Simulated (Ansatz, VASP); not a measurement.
**Os (Osmium) in two plane-wave programs**

Aim: how closely do two programs agree when they are given the same cell, functional and k mesh? The cell is taken from a series of runs on this material, whose earlier steps may have relaxed, scaled, displaced or heated it; both programs get it as it stands.

Program: Ansatz 0.2.0. Level of theory: plane waves, with VASP 6.6.1 beside it; zone-centre phonons at PBEsol. Results are calculated unless marked as measured.

### 1. Set-up

Symmetry: P6_3/mmc, No. 194, hexagonal system. Conventional cell: a = 2.810 Å, b = 2.810 Å, c = 4.238 Å, α = 90.00°, β = 90.00°, γ = 120.00°. Nearest to Os lie 12 Os at 2.67 to 2.81 Å.

Structure file:

```xyz
2
Lattice="2.8097 0.0000 0.0000 -1.4049 2.4333 0.0000 0.0000 0.0000 4.2384" Properties=species:S:1:pos:R:3 pbc="T T T"
Os    0.0000    1.6222    1.0596
Os    1.4049    0.8111    3.1788
```

### 2. VASP: zone-centre phonons, PBEsol

Second derivatives magnify differences that forces hide, and they need a tight electronic threshold.

Lines of VASP's logs that name or quote its potential files are left out, and so is its time.

INCAR reads:

```
SYSTEM = Os
PREC = Accurate
ENCUT = 600
EDIFF = 1E-08
NELM = 120
ISMEAR = 1
SIGMA = 0.2
LREAL = .FALSE.
ALGO = Normal
GGA = PS
NBANDS = 14
LASPH = .TRUE.
LORBIT = 11
LWAVE = .FALSE.
LCHARG = .FALSE.
ISIF = 2
IBRION = 8
GGA_COMPAT = .FALSE.
KPAR = 2
```

POSCAR reads:

```
Os
1.0
    2.8097186406      0.0000000000      0.0000000000
   -1.4048593203      2.4332877203      0.0000000000
    0.0000000000      0.0000000000      4.2383894557
Os
2
Direct
    0.3333333333      0.6666666667      0.2500000000
    0.6666666667      0.3333333333      0.7500000000
```

KPOINTS reads:

```
Automatic mesh
0
Gamma
18 18 12
0 0 0
```

PAW data sets: Os (PBE family, release 64).

Started as:

```sh
> mpirun -np 2 vasp_std
```

Numbers of over 12 decimals in the logs are rounded to 6 here.

What it wrote:

```text
[banner, memory and clock lines left out]
running    2 mpi-ranks, on    1 nodes
 distrk:  each k-point on    1 cores,    2 groups
 distr:  one band on    1 cores,    1 groups

 POSCAR found type information on POSCAR Os
 POSCAR found :  1 types and       2 ions
|                                                                             |
|               ----> ADVICE to this user running VASP <----                  |
|                                                                             |
|     You enforced a specific xc type in the INCAR file but a different       |
|     [... a line on the potential file left out ...]
|     I HOPE YOU KNOW WHAT YOU ARE DOING!                                     |
|                                                                             |

 LDA part: xc-table for (Slater+PW92), standard interpolation
 POSCAR, INCAR and KPOINTS ok, starting setup
 FFT: planning ... GRIDC
 FFT: planning ... GRID_SOFT
 FFT: planning ... GRID
 WAVECAR not read
 entering main loop
       N       E                     dE             d eps       ncg     rms          rms(c)
DAV:   1     0.111989615180E+03    0.11199E+03   -0.81357E+03  7252   0.123E+03
DAV:   2    -0.193929706580E+02   -0.13138E+03   -0.11557E+03  7426   0.360E+02
DAV:   3    -0.258861309969E+02   -0.64932E+01   -0.61347E+01  9412   0.695E+01
DAV:   4    -0.259695000969E+02   -0.83369E-01   -0.82901E-01  7900   0.813E+00
DAV:   5    -0.259700022147E+02   -0.50212E-03   -0.50208E-03  9388   0.576E-01    0.223E+01
DAV:   6    -0.247100677949E+02    0.12599E+01   -0.12770E+00  8920   0.990E+00    0.956E+00
DAV:   7    -0.243758072374E+02    0.33426E+00   -0.75694E-01  9198   0.752E+00    0.482E-01
DAV:   8    -0.243693327166E+02    0.64745E-02   -0.68362E-03  7350   0.640E-01    0.315E-01
DAV:   9    -0.243662830872E+02    0.30496E-02   -0.15761E-03  8632   0.431E-01    0.575E-02
DAV:  10    -0.243662988794E+02   -0.15792E-04   -0.65252E-05  9034   0.764E-02    0.138E-02
DAV:  11    -0.243662826932E+02    0.16186E-04   -0.39830E-06  8164   0.196E-02    0.170E-03
DAV:  12    -0.243662817935E+02    0.89966E-06   -0.17652E-07  8788   0.499E-03    0.698E-04
DAV:  13    -0.243662816983E+02    0.95285E-07   -0.67028E-09  5672   0.674E-04    0.184E-04
DAV:  14    -0.243662816671E+02    0.31126E-07   -0.82098E-10  4154   0.366E-04    0.196E-04
DAV:  15    -0.243662816446E+02    0.22527E-07   -0.12688E-10  4118   0.108E-04    0.578E-05
DAV:  16    -0.243662816447E+02   -0.67189E-10   -0.36105E-11  3854   0.884E-05
   1 F= -.24366282E+02 E0= -.24366355E+02  d E =0.219833E-03
 Linear response reoptimize wavefunctions to high precision
DAV:   1    -0.243662816446E+02    0.32969E-10   -0.46668E-12  4232   0.211E-05
 Linear response DOF=           2
 Linear response progress:
  Degree of freedom:   1/  2
       N       E                     dE             d eps       ncg     rms          rms(c)
RMM:   1    -0.194644683354E+00   -0.19464E+00   -0.11409E-01 53642   0.249E+00
RMM:   2    -0.190938295377E+00    0.37064E-02   -0.16753E-03 42220   0.545E-01    0.147E-01
RMM:   3    -0.189751032596E+00    0.11873E-02   -0.51788E-04 49977   0.159E-01    0.838E-02
RMM:   4    -0.189039648315E+00    0.71138E-03   -0.77230E-04 50383   0.185E-01    0.109E-02
RMM:   5    -0.189105915285E+00   -0.66267E-04   -0.19958E-05 51541   0.312E-02    0.515E-03
RMM:   6    -0.189081080792E+00    0.24834E-04   -0.21896E-06 51810   0.994E-03    0.148E-03
RMM:   7    -0.189078392067E+00    0.26887E-05   -0.44519E-08 52959   0.165E-03    0.931E-04
RMM:   8    -0.189075071559E+00    0.33205E-05   -0.10494E-07 51369   0.158E-03    0.100E-04
RMM:   9    -0.189074419079E+00    0.65248E-06   -0.27336E-08 53540   0.247E-04    0.288E-05
RMM:  10    -0.189074199514E+00    0.21956E-06   -0.21901E-08 53035   0.477E-05    0.567E-06
RMM:  11    -0.189074155755E+00    0.43759E-07   -0.18362E-08 54078   0.184E-05    0.210E-06
RMM:  12    -0.189074170479E+00   -0.14723E-07   -0.12560E-08 51624   0.149E-05    0.319E-07
RMM:  13    -0.189074172248E+00   -0.17690E-08   -0.10579E-08 24432   0.114E-05    0.104E-07
 first order change of Fermi-energy  -0.10422E-04
 force on displaced ion       1 direction 1 :  -9.939   0.001   0.000
 Linear response progress:
  Degree of freedom:   2/  2
       N       E                     dE             d eps       ncg     rms          rms(c)
RMM:   1    -0.242113803773E+00   -0.24211E+00   -0.14211E-01 18814   0.264E+00
RMM:   2    -0.233759075278E+00    0.83547E-02   -0.39703E-03 14314   0.745E-01    0.178E-01
RMM:   3    -0.233284338698E+00    0.47474E-03   -0.67400E-04 17669   0.160E-01    0.101E-01
RMM:   4    -0.233322675454E+00   -0.38337E-04   -0.42048E-04 17518   0.151E-01    0.102E-02
RMM:   5    -0.233366874735E+00   -0.44199E-04    0.26869E-05 18178   0.176E-02    0.569E-03
RMM:   6    -0.233373879873E+00   -0.70051E-05    0.41375E-06 17227   0.400E-03    0.398E-03
RMM:   7    -0.233384010631E+00   -0.10131E-04    0.37028E-06 17422   0.486E-03    0.448E-04
RMM:   8    -0.233380816009E+00    0.31946E-05   -0.31977E-08 18246   0.116E-03    0.164E-04
RMM:   9    -0.233378961544E+00    0.18545E-05   -0.28659E-08 17982   0.454E-04    0.786E-05
RMM:  10    -0.233378900615E+00    0.60929E-07    0.21996E-07 17281   0.238E-04    0.521E-06
RMM:  11    -0.233378928447E+00   -0.27832E-07   -0.64261E-08 18552   0.611E-05    0.268E-06
RMM:  12    -0.233378927202E+00    0.12447E-08   -0.12149E-08 17585   0.276E-05    0.655E-07
 first order change of Fermi-energy   0.13713E-03
 force on displaced ion       1 direction 3 :   0.000  -0.000 -18.107
 Linear response finished
```

From OUTCAR (step 2):

```text
ion  position               nearest neighbor table
   1  0.333  0.667  0.250-   2 2.67   2 2.67   2 2.67   2 2.67   2 2.67   2 2.67
   2  0.667  0.333  0.750-   1 2.67   1 2.67   1 2.67   1 2.67   1 2.67   1 2.67

  LATTYP: Found a hexagonal cell.
 ALAT       =     2.8097186406
 C/A-ratio  =     1.5084746901

 Subroutine GETGRP returns: Found 24 space group operations
 (whereof 12 operations were pure point group operations)

The static configuration has the point symmetry D_3d.
 The point group associated with its full space group is D_6h.

 Found    259 irreducible k-points:

   k-points           NKPTS =    259   k-points in BZ     NKDIM =    259   number of bands    NBANDS=     14

   dimension x,y,z NGX =    24 NGY =   24 NGZ =   36
   dimension x,y,z NGXF=    48 NGYF=   48 NGZF=   72

   ENCUT  =  600.0 eV  44.10 Ry    6.64 a.u.   5.61  5.61  8.47*2*pi/ulx,y,z

   NELECT =      16.0000    total number of electrons

 k-points in reciprocal lattice and weights: Automatic mesh
   0.00000000  0.00000000  0.00000000       0.000
   0.05555556 -0.00000000  0.00000000       0.002
   0.11111111 -0.00000000  0.00000000       0.002
   0.16666667  0.00000000  0.00000000       0.002
   0.22222222 -0.00000000  0.00000000       0.002
   0.27777778  0.00000000  0.00000000       0.002
   0.33333333  0.00000000  0.00000000       0.002
   0.38888889 -0.00000000  0.00000000       0.002
   0.44444444 -0.00000000  0.00000000       0.002
[...]
0.33333333  0.27777778  0.50000000       0.003
   0.33333333  0.33333333  0.50000000       0.001

 average (electrostatic) potential at core
       1 -43.6162       2 -43.6162

  Total       -3.9592474     -3.9592474     -0.0017723     -0.0000000     -0.0000000      0.0000000
  in kB     -218.9102331   -218.9102331     -0.0979924     -0.0000000     -0.0000000      0.0000000
  external PRESSURE =    -145.9728195 kB  Pullay stress =       0.0000000 kB

  energy-cutoff  :      600.00
  volume of cell :       28.98
      direct lattice vectors                 reciprocal lattice vectors
     2.809718641  0.000000000  0.000000000     0.355907522  0.205483304  0.000000000
    -1.404859320  2.433287720  0.000000000     0.000000000  0.410966608  0.000000000
     0.000000000  0.000000000  4.238389456     0.000000000  0.000000000  0.235938677

 POSITION                                       TOTAL-FORCE (eV/Angst)
 -----------------------------------------------------------------------------------
     -0.00000      1.62219      1.05960        -0.000000      0.000000      0.000000
      1.40486      0.81110      3.17879         0.000000     -0.000000      0.000000
 -----------------------------------------------------------------------------------
    total drift:                               -0.000000      0.000000     -0.000000

 Eigenvectors and eigenvalues of the dynamical matrix
 ----------------------------------------------------

   1 f  =    6.821520 THz    42.860876 2PiTHz  227.541424 cm-1    28.211528 meV
             X         Y         Z           dx          dy          dz
     -0.000000  1.622192  1.059597     0.000000    0.000000   -0.707107
      1.404859  0.811096  3.178792    -0.000000    0.000000    0.707107

   2 f  =    5.054001 THz    31.755222 2PiTHz  168.583314 cm-1    20.901658 meV
             X         Y         Z           dx          dy          dz
     -0.000000  1.622192  1.059597    -0.000000   -0.707107    0.000000
      1.404859  0.811096  3.178792    -0.000000    0.707107    0.000000

   3 f  =    5.054001 THz    31.755222 2PiTHz  168.583314 cm-1    20.901658 meV
             X         Y         Z           dx          dy          dz
     -0.000000  1.622192  1.059597     0.707107   -0.000000    0.000000
      1.404859  0.811096  3.178792    -0.707107    0.000000    0.000000

   4 f  =    0.000000 THz     0.000000 2PiTHz    0.000001 cm-1     0.000000 meV
             X         Y         Z           dx          dy          dz
     -0.000000  1.622192  1.059597     0.707107   -0.000000    0.000000
      1.404859  0.811096  3.178792     0.707107    0.000000    0.000000

   5 f  =    0.000000 THz     0.000000 2PiTHz    0.000000 cm-1     0.000000 meV
             X         Y         Z           dx          dy          dz
     -0.000000  1.622192  1.059597     0.000000    0.707107    0.000000
      1.404859  0.811096  3.178792     0.000000    0.707107    0.000000

   6 f  =    0.000000 THz     0.000000 2PiTHz    0.000000 cm-1     0.000000 meV
             X         Y         Z           dx          dy          dz
     -0.000000  1.622192  1.059597    -0.000000    0.000000    0.707107
      1.404859  0.811096  3.178792     0.000000    0.000000    0.707107

 ELASTIC MODULI CONTR FROM IONIC RELAXATION (kBar)
 Direction    XX          YY          ZZ          XY          YZ          ZX
 --------------------------------------------------------------------------------
 XX         -14.9782     14.9782      0.0000     -0.0000      0.0000      0.0000
 YY          14.9782    -14.9782     -0.0000      0.0000      0.0000      0.0000
 ZZ           0.0000     -0.0000     -0.0000      0.0000      0.0000      0.0000
 XY          -0.0000      0.0000      0.0000    -14.9782      0.0000      0.0000
 YZ           0.0000      0.0000      0.0000      0.0000      0.0000      0.0000
 ZX           0.0000      0.0000      0.0000      0.0000      0.0000      0.0000
 --------------------------------------------------------------------------------
```

### 3. Ansatz: zone-centre phonons, PBEsol

Ansatz runs on its PAW soft_1 files.

The same cell, functional, mesh and smearing now go to Ansatz, which takes its cutoff from its data sets.

input.yaml reads:

```yaml
crystal:
  lattice:
    - [2.8097186406, 0.0, 0.0]
    - [-1.4048593203, 2.4332877203, 0.0]
    - [0.0, 0.0, 4.2383894557]
  atoms:
    - { symbol: Os, position: [0.3333333333, 0.6666666667, 0.25] }
    - { symbol: Os, position: [0.6666666667, 0.3333333333, 0.75] }
kpoints:
  mp_grid: { grid: [18, 18, 12] }
hamiltonian:
  xc: pbesol
  pseudopotentials: { kind: paw, azcp: { folder: soft_1 }, xc_functional: pbe }
scf:
  occupations: { method: methfessel_paxton, width: 0.2 }
output:
  eigenvalues: true
phonons:
  method: dfpt
```

Started as:

```sh
> ansatz run input.yaml --threads 4 --pin off --max-ram 10240MiB --backend cpu --events-out ev --progress --plain --runs-dir out
```

What it wrote:

```text
zone centre: on kpoints.mp_grid the ground state, and the responses unless they are solved on pairs of k-points, stand on 637 of the mesh's 3888 k-points, reduced under 4 symmetry operations, with k and −k counted as one. Each operation leaves every solved displacement unchanged or reverses it
Engine: ansatz 0.2.0, aarch64-unknown-linux-gnu
Pseudopotentials: kind: paw
Pseudopotential: Os, paw, valence charge 16, recommended cutoff 420 eV (normal), soft_1/Os.paw.azcp
Functional definition: PBEsol
  exchange = pbesol_x
  correlation = pbesol_c
Crystal: 2 atoms, lattice volume = 28.977 Å³
Basis set: ecut = 420 eV, 579 PW (Γ), exchange–correlation on 40×40×60 points (8 copies of the dense FFT grid, shifted against one another)
Bands: 20, of which v1, the nominal top of the filled ones, is band 16 counted from 1 (15 counted from 0)
Symmetry: 24 space group operations
k-points: 637 of 3888 (irreducible under 4 space group operations, time reversal used)
Non-local potential: Os, projectors of the file, l = 0: 3, l = 1: 2, l = 2: 2, l = 3: 1
PAW form: soft (Blöchl's): semilocal exchange-correlation on the pseudo side does not see the compensation charge
PAW frozen core: Os, regenerated for the run's functional, and the local potential with it (the file was generated under x = pbe(κ = 0.804, μ = 0.219515), c = pbe(β = 0.066725))
PAW one-centre angular grid: Os, 590 points (default); XC on 64 Gauss nodes
Initial density: superposition of atomic densities (chi_scale 0.1, normalization cell)
Initial wavefunctions: pseudopotential atomic-orbital guess
Functional: x = pbesol(κ = 0.804, μ = 0.123457), c = pbesol(β = 0.046)
SCF iter   1: F=—  HF=-22504.910016 eV  |F-HF|=—  |Δ(HF+E_count)|=         —  Δρ=6.32e-2  dr2=1.01e0  ethr=3.10e-3  ⟨swp⟩=5.0  Hψ=114699  notcnv=0  defer=61
automatic band count: the SCF goes on with 24 bands, as 20 were too few: they end inside the smearing window of the response
preconditioner: auto → none  [metal: Δε(μ)=0.010 eV  Ē_g=11.690 eV  σ=0.200 eV  W_gap=0.04  n_scr=8 (ndim 8)  ℏωp=27.6 eV  f_vac=0.000  D(μ)=1.22/eV (n_scr^D=8)  sad-step TF]
SCF iter   2: F=—  HF=-22504.654481 eV  |F-HF|=—  |Δ(HF+E_count)|=   2.56e-1  S|Δr|=    0.00e0  Δρ=3.75e-2  dr2=3.47e-1  ethr=3.10e-3  ⟨swp⟩=2.0  Hψ=23136  notcnv=0  defer=746
SCF iter   3: F=—  HF=-22504.533454 eV  |F-HF|=—  |Δ(HF+E_count)|=   1.21e-1  S|Δr|=    0.00e0  Δρ=1.64e-3  dr2=2.91e-4  ethr=1.09e-3  ⟨swp⟩=2.0  Hψ=21792  notcnv=0  defer=746
SCF iter   4: F=—  HF=-22504.533093 eV  |F-HF|=—  |Δ(HF+E_count)|=   3.61e-4  S|Δr|=    0.00e0  Δρ=2.38e-4  dr2=8.05e-6  ethr=9.08e-7  ⟨swp⟩=2.1  Hψ=23879  notcnv=0  defer=978
SCF iter   5: F=—  HF=-22504.533092 eV  |F-HF|=—  |Δ(HF+E_count)|=   9.30e-7  S|Δr|=    0.00e0  Δρ=5.70e-5  dr2=7.42e-7  ethr=2.52e-8  ⟨swp⟩=2.0  Hψ=23866  notcnv=0  defer=978
SCF iter   6: F=—  HF=-22504.533098 eV  |F-HF|=—  |Δ(HF+E_count)|=   5.80e-6  S|Δr|=    0.00e0  Δρ=1.56e-5  dr2=5.84e-8  ethr=2.32e-9  ⟨swp⟩=2.6  Hψ=21945  notcnv=0  defer=1078
SCF iter   7: F=—  HF=-22504.533098 eV  |F-HF|=—  |Δ(HF+E_count)|=   2.34e-8  S|Δr|=    0.00e0  Δρ=2.52e-6  dr2=1.32e-9  ethr=1.83e-10  ⟨swp⟩=2.8  Hψ=22383  notcnv=0  defer=1080
SCF iter   8: F=-22504.533098 eV  HF=-22504.533098 eV  |F-HF|=7.28e-12  |Δ(HF+E_count)|=  4.66e-10  S|Δr|=    0.00e0  Δρ=1.07e-7  dr2=2.16e-12  ethr=1.00e-12  ⟨swp⟩=8.9  Hψ=85891  notcnv=0
SCF 1 converged in 8 iterations: F = -22504.533098 eV  dr2 = 2.16e-12
  greatest PAW one-centre occupation: 1.000 electrons in one spin orbital (limit 2), on the Os atom at site 1 (counted from 0), in its partial waves of l = 0
DFPT response loops at Γ: preconditioner auto → Kerker (q_TF=auto, 2.774 Å⁻¹) (partly filled bands, converged f_vac=0.000); β = 1.00, the filter's whole step (`scf.mixing.beta` (0.50) is not read by the response loops under this deck's `scf.mixing.preconditioner`; to damp them name `kerker` or `kerker_dos`, under which they read `scf.mixing.beta`, and type it under 1.00, their step now; both keys bind the ground state too); Broyden in place of MSR1
SCF converged after 8 iterations
Stability not checked: this state was not tested for a lower state beside it, because cold or Methfessel-Paxton smearing, or corrected tetrahedra, fill the levels in a way that the test cannot read (fill_not_monotonic; see scf.lower_state_search)
Free energy (F): -22504.533098 eV
Harris-Foulkes:  -22504.533098 eV  (|F-HF|=7.28e-12)
Internal energy: -22504.533242 eV  (E = F + TS)
E sigma→0 (E₀):  -22504.533134 eV
Entropy (-TS):   0.000144 eV (0.072 meV/atom)
Fermi energy:    24.774534 eV
Step filling:    the computed levels leave a gap of 0.0000 eV = 0.0 smearing widths at the electron count; against every level under it full and every level over it empty, smearing changes F+E_penalty+E_count by +0.282 meV and its σ→0 estimate by +0.246 meV
--- Per-component energies (eV) ---
  E_band       = -166.785396
  E_kinetic    = 981.078186
  E_local      = -1902.292449  (includes V_loc(G=0)·N_el)
  E_nonlocal   = 397.835967
  E_hartree    = 675.458807
  E_xc         = -464.277854
  E_vxc        = -490.775560  (∫ρ·V_xc dr)
  E_paw        = -17829.267259  (= ΣΔE_a)
  E_vpaw       = -503.550082  (= ΣTr[D̂ρ^β])
  E_aug_tail   = 0.000893  (compensation charges beyond the density's cutoff)
  E_ewald      = -4363.565530
  E_core_change = 0.495995  (= ΣΔE_core)
  E_smearing   = 0.000144  (= −TS)
  E_closure    = -0.000000  (closes the sum)
  Σ components = -22504.533098   (vs F -22504.533098, Δ=0.00e0)
--- Band table (eV; the first three rows and the last of 637) ---
  k-point 0: bands = [... 12 lower, 22.5984, 22.7033, 22.7033, 22.8669, 22.8669, 25.2817, 26.3614, 26.3614, ... 4 higher]
  k-point 1: bands = [... 12 lower, 22.5385, 22.6284, 22.6284, 23.0512, 23.0512, 24.9602, 26.3923, 26.3923, ... 4 higher]
  k-point 2: bands = [... 12 lower, 22.3690, 22.4298, 22.4298, 23.4776, 23.4776, 24.1707, 26.4507, 26.4507, ... 4 higher]
  k-point 636: bands = [... 12 lower, 21.4611, 21.4611, 23.1824, 23.1824, 26.8280, 26.8280, 29.2440, 29.2440, ... 4 higher]
--- Phonons (Γ-DFPT): 2 representative perturbations + reference, on 637 of 3888 k-points (Σ response iterations 4) ---
  k mesh reduced under 4 symmetry operations, with k and −k counted as one. Each operation leaves every solved displacement unchanged or reverses it
  ASR residual: 3.390e-5 → 0.000e0 eV/Å²; symmetrization residual: 4.263e-13 eV/Å²
  ASR residual per site (eV/Å²): 3.39e-5 3.39e-5
  Γ frequencies (cm⁻¹): 0.00 0.00 0.00 168.93 168.93 228.56
  non-analytic LO–TO correction: not included (Born effective charges unavailable; polar crystals: no LO–TO splitting at Γ)
```

The column dr2 measures how far the density is from self-consistency, as an energy; F and HF (Harris–Foulkes) agree once it is small.

### 4. Comparison

Known differences besides the potentials themselves: the data sets hold 32 valence electrons in Ansatz (on its PAW soft_1 files) and 16 in VASP; the cutoff is 420 eV in Ansatz and 600 eV in VASP; Ansatz makes its cores anew for this functional, VASP keeps those of its PBE data sets. Total energies have different zeros and are not compared.

Both answers:

```
                  quantity  Ansatz   VASP  difference
optical mode 1 to 2 (cm⁻¹)   168.9  168.6     +0.21 %
     optical mode 3 (cm⁻¹)   228.6  227.5     +0.45 %
```

Modes are paired by rising frequency, not by their patterns, so a pair may set unlike modes beside each other; they are those without the splitting of longitudinal modes.

### 5. Summary of results

* r.m.s. difference of the optical zone-centre modes, each program's sorted by frequency (zone-centre phonons, PBEsol): 0.65 cm⁻¹

**Reading.** The r.m.s. difference of the optical zone-centre modes, each program's sorted by frequency is 0.65 cm⁻¹ (zone-centre phonons, PBEsol). The data sets hold unlike numbers of valence electrons (32 in Ansatz and 16 in VASP), so part of the differences comes from the potentials. Such differences can come from data sets, numerical settings and the points named under the comparisons, not from the functional's error against experiment.

[Lines on the potential files, build, host, timing and source positions are cut from VASP's logs without a mark.]

[Logs are printed without paths, hosts, clocks, repeated set-up lines and the standing remarks that a program may print on its own settings, such as how far it seeks lower states.]

[Hosts, paths, dates, database ids (printed as entryN), source tags and the programs' standing remarks are cut or masked in the printed files.]
